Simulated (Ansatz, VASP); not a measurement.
# Cross-check of Ti2CF2 (Ti2CF2 MXene monolayer) between VASP and Ansatz

Aim: how closely do two programs agree when they are given the same cell, functional and k mesh? Of the first pair: The structure shown is the start of the Ansatz relaxation below; VASP solves that cell, so the two are compared at the walk's first step.

Main program and level: Ansatz 0.2.0; plane waves, with VASP 6.6.1 beside it; single point at PBE with D3(BJ).

**1. Set-up**

The cell holds 5 atoms: 2 F, 2 Ti and 1 C. Its edges and angles: a = 3.100 Å, b = 3.100 Å, c = 39.576 Å, α = 90.0°, β = 90.0°, γ = 120.0°. Vacuum lies along c.

**2. Ansatz: relaxation, PBE with D3(BJ)**

Ansatz runs on its PAW soft_1 files.

The two programs are compared at the cell with which this relaxation starts, whose forces are those of its first step.

input.yaml

```yaml
crystal:
  lattice:
    - [3.10024, 0.0, 0.0]
    - [-1.55012, 2.6848865978, 0.0]
    - [0.0, 0.0, 39.5755009083]
  atoms:
    - { symbol: F, position: [0.3333333333, 0.6666666667, 0.4459829843] }
    - { symbol: Ti, position: [0.6666666667, 0.3333333333, 0.4690901674], spin: 1.0 }
    - { symbol: C, position: [0.0, 0.0, 0.5] }
    - { symbol: Ti, position: [0.3333333333, 0.6666666667, 0.5309098326], spin: 1.0 }
    - { symbol: F, position: [0.6666666667, 0.3333333333, 0.5540170157] }
  periodic: [true, true, false]
magnetization:
  spin_polarized: true
kpoints:
  mp_grid: { grid: [12, 12, 1] }
hamiltonian:
  xc: pbe
  dispersion: d3bj
  pseudopotentials: { kind: paw, azcp: { folder: soft_1 } }
scf:
  occupations: { method: fermi_dirac, width: 0.05 }
  convergence: { dr2_threshold: 1.0e-09 }
relax:
  f_tol: 0.004
  max_steps: 90
  cell: {}
output:
  write_potential: true
  write_density: true
  volumetric_format: npy
```

The run is started by

```bash
> ansatz run input.yaml --threads 2 --pin off --max-ram 3072MiB --backend cpu --events-out ev --progress --plain --runs-dir out
```

Numbers of over 12 decimals in the logs are rounded to 6 here.

Log:

```text
Warning: relax.cell: scf.convergence.dr2_threshold = 1e-9 eV is looser than the 2.45350694905e-10 eV advised for a relaxation that steers and ends on the stress (1e-10 eV for each atom of the cell: 5, times the square of relax.cell.stress_2d_tol = 0.05 N/m over 14.3 Å (the atoms' height at the walk's start and 5 Å past either face), 3.503e-2 GPa, over a crystal's default 0.05). What an SCF threshold leaves in a stress goes as its square root, and in the free energy as the threshold itself, and one threshold admits the most on a small cell: [figures from the program's tests cut] Set scf.convergence.dr2_threshold to 2.45350694905e-10 eV or tighter. [rest of the remark cut]
Engine: ansatz 0.2.0, x86_64-unknown-linux-gnu
Pseudopotentials: kind: paw
Pseudopotential: F, paw, valence charge 7, recommended cutoff 420 eV (normal), soft_1/F.paw.azcp
Pseudopotential: Ti, paw, valence charge 12, recommended cutoff 420 eV (normal), soft_1/Ti.paw.azcp
Pseudopotential: C, paw, valence charge 4, recommended cutoff 420 eV (normal), soft_1/C.paw.azcp
Functional definition: PBE
  parameter kappa = 0.804
  parameter beta = 0.066725
  exchange = pbe_x(kappa = kappa, mu = beta*pi^2/3)
  correlation = pbe_c(beta = beta)
Crystal: 5 atoms, lattice volume = 329.418 Å³
Basis set: ecut = 420 eV, 6421 PW (Γ), exchange–correlation on 48×48×540 points (8 copies of the dense FFT grid, shifted against one another)
Bands: 27, of which v1, the nominal top of the filled ones, is band 21 counted from 1 (20 counted from 0)
Symmetry: 12 space group operations
Space group: P-3m1 (ITA 164), of the structure as read, at distance tolerance 6.9e-5 Å
Magnetic group: BNS 164.85 (UNI 1315), of the structure as read, at distance tolerance 6.9e-5 Å
k-points: 19 of 144
Non-local potential: F, projectors of the file, l = 0: 2, l = 1: 2, l = 2: 1
Non-local potential: Ti, projectors of the file, l = 0: 3, l = 1: 2, l = 2: 3, l = 3: 1
Non-local potential: C, projectors of the file, l = 0: 2, l = 1: 2, l = 2: 1
PAW form: soft (Blöchl's): semilocal exchange-correlation on the pseudo side does not see the compensation charge
PAW one-centre angular grid: F, 110 points (default); XC on 64 Gauss nodes
PAW one-centre angular grid: Ti, 590 points (default); XC on 64 Gauss nodes
PAW one-centre angular grid: C, 110 points (default); XC on 64 Gauss nodes
Initial density: superposition of atomic densities (neutral atoms: chi_scale 0, normalization atom)
Starting moments: Σ|m| = 2 μB on 2 of 5 sites
Initial wavefunctions: pseudopotential atomic-orbital guess
Functional: x = pbe(κ = 0.804, μ = 0.219515), c = pbe(β = 0.066725)
SCF iter   1: F=—  HF=-6878.902973 eV  |F-HF|=—  |Δ(HF+E_count)|=         —  Δρ=3.80e-2 (↑3.80e-2 ↓2.98e-2)  dr2=2.47e1  dr2_m=3.40e-1  M=0.886 μB ∫|m|=0.966 μB  β_m=0.30  ethr=3.10e-3  ⟨swp⟩=14.0  Hψ=7337  notcnv=0
Mixer restart at iter 1: flushing history
preconditioner: auto → Resta (q_TF=auto, 1.936 Å⁻¹)  ε∞=1.9  [insulator: Δε(μ)=0.148 eV  Ē_g=9.889 eV  σ=0.050 eV  W_gap=0.61  n_scr=24 (ndim 8)  ℏωp=9.6 eV  f_vac=0.803  D(μ)=1.27/eV (n_scr^D=10)  ε∞_Penn≈1.9  vacuum switching on, ρ_ref=7.1e-3 e/Å³]
spin=Collinear: Resta preconditioning applied to the charge; magnetization (m = ρ↑ − ρ↓) channel mixes plain (no charge-response kernel on spin).
SCF iter   2: F=—  HF=-6871.507998 eV  |F-HF|=—  |Δ(HF+E_count)|=    7.39e0  Δρ=1.17e-2 (↑1.09e-2 ↓1.17e-2)  dr2=1.47e0  dr2_m=1.68e-1  M=0.760 μB ∫|m|=0.896 μB  β_m=0.33  ethr=3.10e-3  ⟨swp⟩=5.4  Hψ=3361  notcnv=0  defer=17
preconditioner: auto → LDOS  [metal: Δε(μ)=0.015 eV  Ē_g=8.932 eV  σ=0.050 eV  W_gap=0.08  n_scr=24 (ndim 8)  ℏωp=9.6 eV  f_vac=0.807  D(μ)=2.09/eV (n_scr^D=12)]
spin=Collinear: LDOS preconditioning applied to the charge; magnetization (m = ρ↑ − ρ↓) channel mixes plain (no charge-response kernel on spin).
SCF iter   3: F=—  HF=-6871.701961 eV  |F-HF|=—  |Δ(HF+E_count)|=   1.94e-1  Δρ=7.70e-3 (↑7.61e-3 ↓7.70e-3)  dr2=3.33e-1  dr2_m=1.09e-1  M=0.613 μB ∫|m|=0.749 μB  β_m=0.49  ethr=3.10e-3  ⟨swp⟩=3.2  Hψ=2070  notcnv=0  defer=15
SCF iter   4: F=—  HF=-6872.172214 eV  |F-HF|=—  |Δ(HF+E_count)|=   4.70e-1  Δρ=4.36e-3 (↑4.36e-3 ↓2.61e-3)  dr2=2.60e-2  dr2_m=3.15e-2  M=0.365 μB ∫|m|=0.474 μB  β_m=0.68  ethr=7.93e-4  ⟨swp⟩=5.3  Hψ=2819  notcnv=0  defer=14
[...]
relax step   8: F+E_penalty+E_count = -6873.57449044 eV  Δ(F+E_penalty+E_count) = -1.044e-4 eV  max|allowed force component| = 1.117e-4 eV/Å  Δτ_max = 0.0006 Å  P = -0.006 N/m  Ω = 314.601 Å³  energy of the carried Pulay correction = +8.664e-5 eV  fix = [c, alpha, beta]  reactions: c -0.000 N/m  (7 SCF iters, accepted)
iter 1 solved again at ethr=1.27e-8 eV; its pass at ethr=3.10e-3 eV (dr2=5.33e-6 eV) is discarded
SCF iter   1: F=—  HF=-6873.574363 eV  |F-HF|=—  |Δ(HF+E_count)|=         —  Δρ=1.15e-6 (↑1.15e-6 ↓1.13e-6)  dr2=2.78e-9  dr2_m=4.72e-11  M=0.000 μB ∫|m|=0.000 μB  β_m=0.65  ethr=1.27e-8  ⟨swp⟩=7.7  Hψ=12820  notcnv=0
preconditioner: auto → LDOS  [metal: Δε(μ)=0.067 eV  Ē_g=7.599 eV  σ=0.050 eV  W_gap=0.32  n_scr=20 (ndim 8)  ℏωp=9.8 eV  f_vac=0.812  D(μ)=2.23/eV (n_scr^D=14)]
spin=Collinear: LDOS preconditioning applied to the charge; magnetization (m = ρ↑ − ρ↓) channel mixes plain (no charge-response kernel on spin).
SCF iter   2: F=—  HF=-6873.574401 eV  |F-HF|=—  |Δ(HF+E_count)|=   3.82e-5  Δρ=5.36e-7 (↑5.36e-7 ↓4.54e-7)  dr2=2.07e-9  dr2_m=2.08e-11  M=0.000 μB ∫|m|=0.000 μB  β_m=0.46  ethr=6.61e-12  ⟨swp⟩=4.7  Hψ=3367  notcnv=0
SCF iter   3: F=—  HF=-6873.574401 eV  |F-HF|=—  |Δ(HF+E_count)|=   1.54e-9  Δρ=2.86e-7 (↑2.86e-7 ↓2.49e-7)  dr2=3.15e-10  dr2_m=1.53e-11  M=0.000 μB ∫|m|=0.000 μB  β_m=0.60  ethr=4.92e-12  ⟨swp⟩=2.3  Hψ=1562  notcnv=0
SCF iter   4: F=-6873.574401 eV  HF=-6873.574401 eV  |F-HF|=8.46e-10  |Δ(HF+E_count)|=   2.56e-9  Δρ=7.93e-8 (↑7.93e-8 ↓4.99e-8)  dr2=3.15e-11  dr2_m=2.03e-12  M=0.000 μB ∫|m|=0.000 μB  ethr=1.00e-12  ⟨swp⟩=10.2  Hψ=7685  notcnv=0
the starting moments were not kept: the SCF closed with an absolute magnetisation of 5.4e-6 μB, where they sum to 2 μB in size (2 sites). That is at most 0.1 of that sum. Measured as dr2_m measures the in/out step, that magnetisation stands 5.8e-12 eV from none, at or under the dr2_threshold of 1.0e-9 eV: it is no larger than a step whose dr2_m would equal this threshold.
SCF 9 converged in 4 iterations: F = -6873.574401 eV  dr2 = 3.15e-11
relax step   9: F+E_penalty+E_count = -6873.57440109 eV  Δ(F+E_penalty+E_count) = +8.936e-5 eV  max|allowed force component| = 1.108e-4 eV/Å  Δτ_max = 0.0000 Å  P = -0.007 N/m  Ω = 314.601 Å³  fix = [c, alpha, beta]  reactions: c -0.000 N/m  stress off target by 7.38e-3 N/m on what of the cell is left free  SCF on the basis re-selected at this cell (its energy is not comparable with the rows above)  (4 SCF iters)
basis re-selected at this cell: Δ(F+E_penalty+E_count) = +8.936e-5 eV, ΔP = -0.002 N/m vs the last step (what re-selecting the basis moved, of the pressure what is left beyond the Pulay correction that the steps carried, after the strain that the cell walked since its last selection, with what the two solves' SCF thresholds leave and, on support functions, any second-order correction that the steps lacked; it is no m [...]
WARN: The output density's exchange-correlation potential varies sharply where the density is thin. Do not read a vacuum level from v_tot or v_xc, or from such a field of the output density. On a cell that repeats whose density bears no net charge and no dipole along the vacuum's axis use v_es (v_loc + v_h of the components); under efield.dipole_correction with no amplitude use v_es + v_field, which holds any externa [...]
SCF converged after 4 iterations
Magnetization: 0.0000 μB (21.0000 up, 21.0000 down)
Absolute magnetization: 0.0000 μB (∫|ρ↑−ρ↓|, with the PAW one-centre terms)
Spin contamination: 0.0000 ħ² per cell (⟨S²⟩ above its minimum at these occupations)
Per-site moments (μB) at R_I (Å): [(4.189487066601171e-8, 0.888224), (1.5282765464587076e-6, 0.861082), (-5.970512731762736e-7, 0.861082), (1.5282765464573238e-6, 0.861082), (4.189487066935289e-8, 0.888224)]
Free energy (F): -6873.574401 eV
Harris-Foulkes:  -6873.574401 eV  (|F-HF|=8.46e-10)
Internal energy: -6873.556824 eV  (E = F + TS)
E sigma→0 (E₀):  -6873.565612 eV
Entropy (-TS):   -0.017577 eV (-3.515 meV/atom)
Fermi energy:    -4.772066 eV
--- Per-component energies (eV) ---
  E_band       = -1066.126511
  E_kinetic    = 1045.996928
  E_local      = -162559.975692  (includes V_loc(G=0)·N_el)
  E_nonlocal   = 318.206355
  E_hartree    = 80589.018083
  E_xc         = -436.012270
  E_vxc        = -550.076327  (∫ρ·V_xc dr)
  E_paw        = -2592.747982  (= ΣΔE_a)
  E_vpaw       = -498.315566  (= ΣTr[D̂ρ^β])
  E_aug_tail   = 0.001245  (compensation charges beyond the density's cutoff)
  E_ewald      = 76763.057594
  E_disp       = -1.101084  (pairwise vdW)
  E_smearing   = -0.017577  (= −TS)
  E_closure    = -0.000000  (closes the sum)
  Σ components = -6873.574401   (vs F -6873.574401, Δ=0.00e0)
--- Forces (eV/Å), atoms counted from 1 ---
  atom   1  F      0.00000000     0.00000000    -0.00011081
  atom   2  Ti     0.00000000     0.00000000     0.00005122
  atom   3  C      0.00000000     0.00000000     0.00000000
  atom   4  Ti     0.00000000     0.00000000    -0.00005122
  atom   5  F      0.00000000     0.00000000     0.00011081
  max |Σ_I F_I| component: 5.55e-17 eV/Å
--- 2D stress c σ (N/m, compression-positive) ---
       -0.007384      -0.000000       0.000000
        0.000000      -0.007384      -0.000000
        0.000000      -0.000000      -0.000000
  P = ½ c Tr σ = -0.0074 N/m
--- Band table (eV; the first three rows and the last of 38) ---
  k-point 0 ↑: bands = [... 17 lower, -8.6722, -7.4476, -7.4476, -4.8218, -4.8218, -4.5944, -3.1953, -3.1953, ... 2 higher]
  k-point 1 ↑: bands = [... 17 lower, -8.6240, -7.7016, -7.5009, -4.9571, -4.6976, -4.5092, -3.2628, -3.1827, ... 2 higher]
  k-point 2 ↑: bands = [... 17 lower, -8.5437, -8.2548, -7.6129, -5.3419, -4.3650, -4.2412, -3.2994, -3.1761, ... 2 higher]
  k-point 18 ↓: bands = [... 17 lower, -9.2480, -9.2480, -8.2898, -4.3668, -3.7609, -3.7609, -2.7804, -2.7804, ... 2 higher]
  the weakly bound empty levels are not read free of the cell's end (no_gap_told)
--- Relaxed structure (7 steps of the walk, 7 accepted, 2 SCFs on fresh bases) ---
  F+E_penalty+E_count = -6873.57440109 eV   max|allowed force component| = 1.108e-4 eV/Å   (the final SCF, on the basis selected at the relaxed cell)
  cell:  # Å, volume = 314.6011 Å³
    - [3.029714, 0, 0]
    - [-1.514857, 2.623809, 0]
    - [0, 0, 39.5755009083]
  atoms:
    - { symbol: F, position: [0.333333, 0.666667, 0.439484] }
    - { symbol: Ti, position: [0.666667, 0.333333, 0.471214] }
    - { symbol: C, position: [0, 0, 0.500000] }
    - { symbol: Ti, position: [0.333333, 0.666667, 0.528786] }
    - { symbol: F, position: [0.666667, 0.333333, 0.560516] }
```

(Part 1 of 2 ends here.)

[Lines on the potential files, build, host, timing and source positions are cut from VASP's logs without a mark.]

[Logs are printed without paths, hosts, clocks, repeated set-up lines and the standing remarks that a program may print on its own settings, such as how far it seeks lower states.]

[Hosts, paths, dates, database ids (printed as entryN), source tags and the programs' standing remarks are cut or masked in the printed files.]
